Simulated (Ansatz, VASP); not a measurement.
B17SbN18 (a cell with a defect): VASP beside Ansatz

The input INCAR:

```
  PREC = Accurate
  ENCUT = 520
  EDIFF = 1E-8
  ISMEAR = -1
  SIGMA = 0.01
  LREAL = Auto
  LASPH = T
  NELM = 80
  ALGO = Fast
  ISIF = 2
  LWAVE = F
  LCHARG = F
  GGA = PE
  LEFG = T
  NBANDS = 97
```

The input KPOINTS:

```
Automatic mesh
0
Gamma
  3 3 3
```

The input POSCAR:

```
B17SbN18
1.0
    7.4947200000      0.0000000000      0.0000000000
   -3.7473600000      6.4906179144      0.0000000000
    0.0000000000      0.0000000000      6.6357000000
Sb B N
1 17 18
Direct
    0.1111111111      0.2222222222      0.2500000000
    0.1111111111      0.5555555556      0.2500000000
    0.1111111111      0.8888888889      0.2500000000
    0.4444444444      0.2222222222      0.2500000000
    0.4444444444      0.5555555556      0.2500000000
    0.4444444444      0.8888888889      0.2500000000
    0.7777777778      0.2222222222      0.2500000000
    0.7777777778      0.5555555556      0.2500000000
    0.7777777778      0.8888888889      0.2500000000
    0.2222222222      0.1111111111      0.7500000000
    0.2222222222      0.4444444444      0.7500000000
    0.2222222222      0.7777777778      0.7500000000
    0.5555555556      0.1111111111      0.7500000000
    0.5555555556      0.4444444444      0.7500000000
    0.5555555556      0.7777777778      0.7500000000
    0.8888888889      0.1111111111      0.7500000000
    0.8888888889      0.4444444444      0.7500000000
    0.8888888889      0.7777777778      0.7500000000
    0.1111111111      0.2222222222      0.7500000000
    0.1111111111      0.5555555556      0.7500000000
    0.1111111111      0.8888888889      0.7500000000
    0.4444444444      0.2222222222      0.7500000000
    0.4444444444      0.5555555556      0.7500000000
    0.4444444444      0.8888888889      0.7500000000
    0.7777777778      0.2222222222      0.7500000000
    0.7777777778      0.5555555556      0.7500000000
    0.7777777778      0.8888888889      0.7500000000
    0.2222222222      0.1111111111      0.2500000000
    0.2222222222      0.4444444444      0.2500000000
    0.2222222222      0.7777777778      0.2500000000
    0.5555555556      0.1111111111      0.2500000000
    0.5555555556      0.4444444444      0.2500000000
    0.5555555556      0.7777777778      0.2500000000
    0.8888888889      0.1111111111      0.2500000000
    0.8888888889      0.4444444444      0.2500000000
    0.8888888889      0.7777777778      0.2500000000
```

Input for Ansatz:

```yaml
crystal:
  lattice:
    - [7.49472, 0.0, 0.0]
    - [-3.74736, 6.4906179144, 0.0]
    - [0.0, 0.0, 6.6357]
  atoms:
    - { symbol: Sb, position: [0.1111111111, 0.2222222222, 0.25] }
    - { symbol: B, position: [0.1111111111, 0.5555555556, 0.25] }
    - { symbol: B, position: [0.1111111111, 0.8888888889, 0.25] }
    - { symbol: B, position: [0.4444444444, 0.2222222222, 0.25] }
    - { symbol: B, position: [0.4444444444, 0.5555555556, 0.25] }
    - { symbol: B, position: [0.4444444444, 0.8888888889, 0.25] }
    - { symbol: B, position: [0.7777777778, 0.2222222222, 0.25] }
    - { symbol: B, position: [0.7777777778, 0.5555555556, 0.25] }
    - { symbol: B, position: [0.7777777778, 0.8888888889, 0.25] }
    - { symbol: B, position: [0.2222222222, 0.1111111111, 0.75] }
    - { symbol: B, position: [0.2222222222, 0.4444444444, 0.75] }
    - { symbol: B, position: [0.2222222222, 0.7777777778, 0.75] }
    - { symbol: B, position: [0.5555555556, 0.1111111111, 0.75] }
    - { symbol: B, position: [0.5555555556, 0.4444444444, 0.75] }
    - { symbol: B, position: [0.5555555556, 0.7777777778, 0.75] }
    - { symbol: B, position: [0.8888888889, 0.1111111111, 0.75] }
    - { symbol: B, position: [0.8888888889, 0.4444444444, 0.75] }
    - { symbol: B, position: [0.8888888889, 0.7777777778, 0.75] }
    - { symbol: "N", position: [0.1111111111, 0.2222222222, 0.75] }
    - { symbol: "N", position: [0.1111111111, 0.5555555556, 0.75] }
    - { symbol: "N", position: [0.1111111111, 0.8888888889, 0.75] }
    - { symbol: "N", position: [0.4444444444, 0.2222222222, 0.75] }
    - { symbol: "N", position: [0.4444444444, 0.5555555556, 0.75] }
    - { symbol: "N", position: [0.4444444444, 0.8888888889, 0.75] }
    - { symbol: "N", position: [0.7777777778, 0.2222222222, 0.75] }
    - { symbol: "N", position: [0.7777777778, 0.5555555556, 0.75] }
    - { symbol: "N", position: [0.7777777778, 0.8888888889, 0.75] }
    - { symbol: "N", position: [0.2222222222, 0.1111111111, 0.25] }
    - { symbol: "N", position: [0.2222222222, 0.4444444444, 0.25] }
    - { symbol: "N", position: [0.2222222222, 0.7777777778, 0.25] }
    - { symbol: "N", position: [0.5555555556, 0.1111111111, 0.25] }
    - { symbol: "N", position: [0.5555555556, 0.4444444444, 0.25] }
    - { symbol: "N", position: [0.5555555556, 0.7777777778, 0.25] }
    - { symbol: "N", position: [0.8888888889, 0.1111111111, 0.25] }
    - { symbol: "N", position: [0.8888888889, 0.4444444444, 0.25] }
    - { symbol: "N", position: [0.8888888889, 0.7777777778, 0.25] }
kpoints:
  mp_grid: { grid: [3, 3, 3] }
scf:
  occupations: { method: fermi_dirac, width: 0.01 }
hamiltonian:
  xc: pbe
  pseudopotentials: { kind: paw }
output:
  forces: true
  stress: true
  populations: true
  efg:
    quadrupole_moments_barn: { Sb: -0.543, B: 0.04059, "N": 0.02044 }
    contact_densities: true
```

Alike in both runs: task electric field gradients; functional PBE; k mesh 3 × 3 × 3; occupations fermi-dirac, width 0.01 eV; no spin polarisation.

```csv
,VASP,Ansatz
version,VASP 6.6.1,Ansatz 0.2.0
potentials or method,"VASP PAW PBE potentials, release 64 (Sb, B, N)","plane-wave PAW, scalar-relativistic"
plane-wave cutoff (eV),520,420
valence electrons in the cell,146,156
```

|  | VASP | Ansatz | Ansatz less VASP |
| --- | --- | --- | --- |
| rms of the force components (eV/Å) | 8.061 | 7.872 | -0.1893 |
| Vzz of the field gradient on the site that differs most (V/Å²) | 1214.7 | 912.8 | -301.84 |

Atom by atom the forces differ by 0.190 eV/Å (rms over components). The functional is the same, so the differences come from potentials, cutoffs and numerics. The two sets of potentials don't hold the same shells in valence. Ansatz warned: «gradients_without_spin_orbit».

 Spin-orbit coupling is left out, which matters for the levels of Sb.
